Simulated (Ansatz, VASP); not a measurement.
## One calculation of GaF, two programs

```
Ga F
1.0
     0.00000    2.57696    2.57696
     2.57696    0.00000    2.57696
     2.57696    2.57696    0.00000
Ga F
1 1
Direct
  0.25000 0.25000 0.25000
  0.00000 0.00000 0.00000
```

Change from the starting cell: species swapped into the ZnTe type (F-43m, No. 216).

Alike in both runs: task single point; functional PBE; k mesh 6 × 6 × 6; occupations gaussian, width 0.1 eV; no spin polarisation.

```csv
,VASP,Ansatz
version,VASP 6.6.1,Ansatz 0.2.0
potentials or method,"VASP PAW PBE potentials, release 64 (Ga_d, F)","scalar-relativistic, plane waves, PAW"
plane-wave cutoff (eV),520,420
valence electrons in the cell,20,20
```

```csv
,VASP,Ansatz,Ansatz less VASP
gap on the k mesh at the Fermi level (eV),0.78,0.79,+0.005
least direct gap on the mesh (eV),0.78,0.79,+0.005
pressure (GPa),14.6,14.5,-0.07
```

With one functional, cell and mesh, what is left measures potentials, basis and numerics.

A k mesh can miss the band edges.
